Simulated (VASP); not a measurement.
Given:

```xyz
2
Lattice="0.0000 2.6000 2.6000 2.6000 0.0000 2.6000 2.6000 2.6000 0.0000" Properties=species:S:1:pos:R:3 pbc="T T T"
Mg     0.0000     0.0000     0.0000
S      2.6000     2.6000     2.6000
```

These are PBE GGA, VASP's PBE PAW potentials (set 64) (plane waves; VASP) values and carry that method's errors. Numerical set-up: 400 eV cut-off, 7×7×7 Γ-centred mesh, Gaussian smearing of 0.050 eV, potentials Mg S.

Question: The ions, cell shape and volume are relaxed. Give the cell that the relaxation ends in.

Answer: 
```xyz
2
Lattice="0.0000 2.6117 2.6117 2.6117 0.0000 2.6117 2.6117 2.6117 0.0000" Properties=species:S:1:pos:R:3 pbc="T T T"
Mg     0.0000     0.0000     0.0000
S      2.6117     2.6117     2.6117
```
Space group Fm-3m (225), at a tolerance of 0.03 Å.

Question: How do energy and volume change from the first to the last step?

Answer: The energy (σ→0) changes by -0.8 meV/atom and the volume by +1.4 %, in 3 ionic steps.

The compound is MgS in the rock salt structure. This run relaxes it. Symmetry was kept, so distortions that lower it aren't found.
